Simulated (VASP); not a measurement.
These are PBEsol GGA, VASP's PBE PAW potentials (set 64) (plane waves; VASP) values and carry that method's errors.

VASP input:

**INCAR**
```
SYSTEM  =  ZrS
PREC  =  Accurate; ENCUT  =  400; LREAL  =  F
LASPH  =  T
EDIFF  =  1E-7; NELM  =  100; ALGO  =  Normal
LMAXMIX  =  4
ISMEAR  =  -5
GGA  =  PS
ISIF  =  2
LWAVE  =  F; LCHARG  =  T; LORBIT  =  11
NEDOS  =  601
```

**KPOINTS**
```
Automatic mesh
0
Gamma
12 12 12
0 0 0
```

POSCAR:
```
ZrS
2.8404610
  0.0000000000   1.0000000445   1.0000000445
  1.0000000445   0.0000000000   1.0000000445
  1.0000000445   1.0000000445   0.0000000000
Zr S
1 1
direct
  0.0000000000   0.0000000000   1.0000000000
  0.2500000000   0.2500000000   0.2500000000
```

POTCAR, in this order: Zr_sv S (PBE.64 set). Program: vasp_std.

Output of the run:

### OSZICAR
```
       N       E                     dE             d eps       ncg     rms          rms(c)
DAV:   1     0.109108025555E+03    0.10911E+03   -0.81374E+03  1872   0.107E+03
DAV:   2    -0.104878643343E+02   -0.11960E+03   -0.11675E+03  2305   0.285E+02
DAV:   3    -0.161990172007E+02   -0.57112E+01   -0.56598E+01  2916   0.571E+01
DAV:   4    -0.163904224017E+02   -0.19141E+00   -0.19152E+00  2512   0.945E+00
DAV:   5    -0.163954224853E+02   -0.50001E-02   -0.50218E-02  2863   0.133E+00    0.153E+01
DAV:   6    -0.155047408877E+02    0.89068E+00   -0.28882E+00  2172   0.116E+01    0.713E+00
DAV:   7    -0.154902372627E+02    0.14504E-01   -0.24715E-01  2935   0.321E+00    0.296E+00
DAV:   8    -0.154868221598E+02    0.34151E-02   -0.22269E-02  2222   0.135E+00    0.374E-01
DAV:   9    -0.154865190748E+02    0.30308E-03   -0.23268E-03  2414   0.377E-01    0.144E-01
DAV:  10    -0.154865692135E+02   -0.50139E-04   -0.22106E-04  2413   0.152E-01    0.169E-02
DAV:  11    -0.154865711816E+02   -0.19681E-05   -0.12428E-05  2570   0.257E-02    0.107E-02
DAV:  12    -0.154865691354E+02    0.20461E-05   -0.24252E-06  2478   0.139E-02    0.433E-03
DAV:  13    -0.154865691545E+02   -0.19087E-07   -0.12198E-07  1677   0.346E-03
   1 F= -.15486569E+02 E0= -.15486569E+02  d E =0.000000E+00
```

File OUTCAR:
```
------------------------ aborting loop because EDIFF is reached ----------------------------------------
  FORCE on cell =-STRESS in cart. coord.  units (eV):
  Direction    XX          YY          ZZ          XY          YZ          ZX
  --------------------------------------------------------------------------------------
  Total        0.0235454      0.0235454      0.0235454      0.0000000      0.0000000     -0.0000000
  in kB        0.8230390      0.8230390      0.8230390      0.0000000      0.0000000     -0.0000000
  external PRESSURE =       0.8230390 kB  Pullay stress =       0.0000000 kB
  volume of cell :       45.83
      direct lattice vectors                 reciprocal lattice vectors
     0.000000000  2.840461127  2.840461127    -0.176027757  0.176027757  0.176027757
     2.840461127  0.000000000  2.840461127     0.176027757 -0.176027757  0.176027757
     2.840461127  2.840461127  0.000000000     0.176027757  0.176027757 -0.176027757
 POSITION                                       TOTAL-FORCE (eV/Angst)
 -----------------------------------------------------------------------------------
      0.00000      0.00000      0.00000        -0.000000     -0.000000     -0.000000
      1.42023      1.42023      1.42023         0.000000      0.000000      0.000000
 -----------------------------------------------------------------------------------
    total drift:                               -0.000000     -0.000000     -0.000000
  FREE ENERGIE OF THE ION-ELECTRON SYSTEM (eV)
  ---------------------------------------------------
  free  energy   TOTEN  =       -15.4865691545 eV

  energy  without entropy=      -15.4865691545  energy(sigma->0) =      -15.48656915

 total charge

# of ion       s       p       d       tot
------------------------------------------
    1        2.151   5.973   1.756   9.879
    2        1.313   2.457   0.000   3.771
--------------------------------------------------
tot          3.464   8.430   1.756  13.650
```
(Selected blocks of OUTCAR.)

OUTCAR:
```
 val. band max:        7.5566393181   @ k =   0.2500   0.0000   0.0000

 cond. band min:       7.4341009831   @ k =  -0.4167   0.3333   0.1667


 Fermi energy:         7.4728224846

 k-point     1 :       0.0000    0.0000    0.0000
  band No.  band energies     occupation
      1     -42.0982      2.00000
      2     -20.1949      2.00000
      3     -20.1949      2.00000
      4     -20.1949      2.00000
      5      -7.4348      2.00000
      6       1.9852      2.00000
      7       1.9852      2.00000
      8       1.9852      2.00000
      9       7.5421      0.00000
     10       7.7142      0.00000
     11       7.7142      0.00000
     12      11.7654      0.00000
     13      11.7654      0.00000

 k-point     2 :       0.0833    0.0000    0.0000
  band No.  band energies     occupation
      1     -42.0975      2.00000
      2     -20.2074      2.00000
      3     -20.1964      2.00000
      4     -20.1964      2.00000
      5      -7.3906      2.00000
      6       1.9026      2.00000
      7       2.0161      2.00000
      8       2.0161      2.00000
      9       7.6609     -0.26210
     10       7.6609      0.00000
     11       7.7934      0.00000
     12      11.6011      0.00000
     13      11.8521      0.00000

 k-point     3 :       0.1667    0.0000    0.0000
  band No.  band energies     occupation
      1     -42.0957      2.00000
      2     -20.2413      2.00000
      3     -20.2006      2.00000
      4     -20.2006      2.00000
      5      -7.2705      2.00000
      6       1.7242      2.00000
      7       2.0980      2.00000
      8       2.0980      2.00000
      9       7.5672      0.87511
     10       7.5672      0.00000
     11       8.4064      0.00000
     12      11.2188      0.00000
     13      11.9271      0.00000

 k-point     4 :       0.2500    0.0000    0.0000
  band No.  band energies     occupation
      1     -42.0932      2.00000
      2     -20.2872      2.00000
      3     -20.2066      2.00000
...
```

For a metal the tetrahedron method with Blöchl corrections gives inexact stress and forces.

The structure was generated: ZrS was put into the zinc blende type (F-43m), which need not be its known phase. It was relaxed first, which changed the volume by -32 %.
